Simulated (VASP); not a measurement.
Data:

```yaml
crystal:
  lattice:
    - [0.00000, 2.96851, 2.96851]
    - [2.96851, 0.00000, 2.96851]
    - [2.96851, 2.96851, 0.00000]
  atoms:
    - { symbol: Cu, position: [0.00000, 0.00000, 0.00000] }
    - { symbol: I, position: [0.25000, 0.25000, 0.25000] }
```

Computed with PBEsol GGA, VASP's PBE PAW potentials (set 64) (plane waves; VASP). Settings: 480 eV cut-off, 8×8×8 Γ-centred mesh, Gaussian smearing of 0.050 eV, potentials Cu I.

Unless said otherwise, spin-orbit coupling is left out, though it shifts the bands of the heavy elements here.

**Question.** What does the run give for the energy per atom (σ→0), band gap (on the k-mesh) with the smallest direct gap where there is one?

**Answer.** 
```yaml
band gap (on the k-mesh): 1.20 eV
smallest direct gap (on the k-mesh): 1.20 eV
energy per atom (σ→0): -3160 meV/atom
```

Only differences to runs with the same potentials and settings are physical.

The compound is CuI in the zinc blende structure. It was relaxed first, which changed the volume by -5 %.
